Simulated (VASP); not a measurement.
OSZICAR of a VASP run on Ca (fcc):

File OSZICAR:
```
       N       E                     dE             d eps       ncg     rms          rms(c)
DAV:   1     0.619819210638E+02    0.61982E+02   -0.50653E+03  1296   0.977E+02
DAV:   2    -0.847325034896E+00   -0.62829E+02   -0.62577E+02  1366   0.226E+02
DAV:   3    -0.208722879824E+01   -0.12399E+01   -0.12302E+01  1943   0.334E+01
DAV:   4    -0.214083506693E+01   -0.53606E-01   -0.53572E-01  1934   0.571E+00
DAV:   5    -0.214225290129E+01   -0.14178E-02   -0.14169E-02  2070   0.569E-01    0.225E+00
DAV:   6    -0.213494271184E+01    0.73102E-02   -0.81204E-03  1619   0.125E+00    0.135E+00
DAV:   7    -0.213134702603E+01    0.35957E-02   -0.14171E-02  1540   0.174E+00    0.916E-02
DAV:   8    -0.213119494074E+01    0.15209E-03   -0.12078E-03  1545   0.348E-01    0.180E-02
DAV:   9    -0.213120004991E+01   -0.51092E-05   -0.83568E-05  2053   0.842E-02    0.423E-03
DAV:  10    -0.213120040096E+01   -0.35105E-06   -0.44548E-06  1756   0.234E-02
   1 F= -.86332833E+00 E0= -.86296015E+00  d E =-.863328E+00
       N       E                     dE             d eps       ncg     rms          rms(c)
DAV:   1    -0.510668638499E+01   -0.29755E+01   -0.82376E+01  1459   0.102E+02    0.111E+01
DAV:   2    -0.243824904135E+01    0.26684E+01   -0.57568E+00  1298   0.312E+01    0.492E+00
DAV:   3    -0.195569992394E+01    0.48255E+00   -0.36643E+00  1843   0.179E+01    0.104E+00
DAV:   4    -0.199363152419E+01   -0.37932E-01   -0.18123E-01  1477   0.494E+00    0.532E-01
DAV:   5    -0.204056689369E+01   -0.46935E-01   -0.90216E-02  1903   0.119E+00    0.440E-01
DAV:   6    -0.204689400288E+01   -0.63271E-02   -0.10118E-02  2176   0.636E-01    0.154E-01
DAV:   7    -0.204627974096E+01    0.61426E-03   -0.63059E-04  1474   0.334E-01    0.413E-02
DAV:   8    -0.204655509623E+01   -0.27536E-03   -0.68980E-04  2034   0.141E-01    0.332E-03
DAV:   9    -0.204655485812E+01    0.23811E-06   -0.98415E-06  2169   0.196E-02
   2 F= -.99819793E+00 E0= -.99838774E+00  d E =-.134870E+00
       N       E                     dE             d eps       ncg     rms          rms(c)
DAV:   1    -0.205610844625E+01   -0.95534E-02   -0.82823E-01  1403   0.110E+01    0.105E+00
DAV:   2    -0.203256588323E+01    0.23543E-01   -0.73716E-02  1371   0.339E+00    0.512E-01
DAV:   3    -0.202724380549E+01    0.53221E-02   -0.41948E-02  1831   0.185E+00    0.171E-01
DAV:   4    -0.202748985856E+01   -0.24605E-03   -0.18298E-03  1398   0.546E-01    0.840E-02
DAV:   5    -0.202813932235E+01   -0.64946E-03   -0.13117E-03  1939   0.193E-01    0.273E-02
DAV:   6    -0.202814399979E+01   -0.46774E-05   -0.32923E-05  2076   0.427E-02    0.741E-03
DAV:   7    -0.202814213444E+01    0.18653E-05   -0.16215E-05  1764   0.230E-02    0.778E-03
DAV:   8    -0.202814243210E+01   -0.29766E-06   -0.32160E-06  1901   0.167E-02
   3 F= -.99946577E+00 E0= -.99975423E+00  d E =-.136137E+00
```

### Question
Which electronic solver shows in the log?

### Answer
It is blocked Davidson (ALGO = Normal, or the opening steps of other solvers). The INCAR had ALGO = Normal.

### Question
Can the final energy be trusted as converged?

### Answer
The run converged. It stopped with EDIFF = 1E-6, NELM = 100, NSW = 40 and EDIFFG = -0.02 after 3 ionic steps (PBEsol GGA, plane waves, VASP's PBE PAW potentials (set 64)). Energy and stress use the plane-wave basis of the starting cell.

The compound is Ca in the fcc structure. This run relaxes it under an external pressure of 5 GPa. Symmetry was kept, so distortions that lower it aren't found.
